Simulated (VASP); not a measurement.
VASP ran on this input.

### INCAR
```
ISMEAR = 0   ! Gaussian
EDIFF = 1E-6
PREC = Accurate
LREAL = .False.
GGA = PE
ENCUT = 300
LWAVE = .False.
LASPH = .True.   ! aspherical one-centre terms
SYSTEM = GeSe
LCHARG = .False.
NELM = 100
ALGO = Normal   ! blocked Davidson
SIGMA = 0.01   ! width (eV)
ISIF = 2   ! forces and stress, cell fixed
LMAXMIX = 4   ! l cut-off of mixed one-centre charges
```

File KPOINTS:
```
Automatic mesh
0
Gamma
1 3 3
0 0 0
```

POSCAR:
```
GeSe
1.0
 11.3685900000   0.0000000000   0.0000000000
  0.0000000000   3.8250620000   0.0000000000
  0.0000000000   0.0000000000   4.7110040000
Ge Se
4 4
direct
  0.1291000000   0.2500000000   0.1190000000
  0.8709000000   0.7500000000   0.8810000000
  0.3709000000   0.7500000000   0.6190000000
  0.6291000000   0.2500000000   0.3810000000
  0.8492800000   0.2500000000   0.5154700000
  0.1507200000   0.7500000000   0.4845300000
  0.6507200000   0.7500000000   0.0154700000
  0.3492800000   0.2500000000   0.9845300000
```

POTCAR, in this order: Ge_d Se (PBE.64 set). Program: vasp_std.

### Question
Translate this PBE calculation to Ansatz.

### Answer
One equivalent input (not run):
Ansatz 0.2 input:
```yaml
crystal:
  lattice:
    - [11.3685900, 0.0000000, 0.0000000]
    - [0.0000000, 3.8250620, 0.0000000]
    - [0.0000000, 0.0000000, 4.7110040]
  atoms:
    - { symbol: Ge, position: [0.1291000, 0.2500000, 0.1190000] }
    - { symbol: Ge, position: [0.8709000, 0.7500000, 0.8810000] }
    - { symbol: Ge, position: [0.3709000, 0.7500000, 0.6190000] }
    - { symbol: Ge, position: [0.6291000, 0.2500000, 0.3810000] }
    - { symbol: Se, position: [0.8492800, 0.2500000, 0.5154700] }
    - { symbol: Se, position: [0.1507200, 0.7500000, 0.4845300] }
    - { symbol: Se, position: [0.6507200, 0.7500000, 0.0154700] }
    - { symbol: Se, position: [0.3492800, 0.2500000, 0.9845300] }
kpoints:
  mp_grid: { grid: [1, 3, 3] }
hamiltonian:
  xc: pbe
  pseudopotentials: { kind: paw }
scf:
  occupations: { method: gaussian, width: 0.01 }
  max_iter: 100
output: { forces: true, stress: true, eigenvalues: true }
```
The two are equivalent in intent, not identical: each code has its own PAW files, so the cut-off isn't converted (ENCUT is set for VASP's; basis.ecutwfc is left out, and Ansatz then takes the one that its files recommend); Ansatz stops its SCF on the density residual and VASP on the energy change (EDIFF).

The structure comes from a computed database's GeSe entry; how it stands against other phases isn't given here. The cell was not relaxed at this level. The k-mesh is coarse (spacing up to 0.55 per Å, 2π included), so the numbers may not be converged in it.
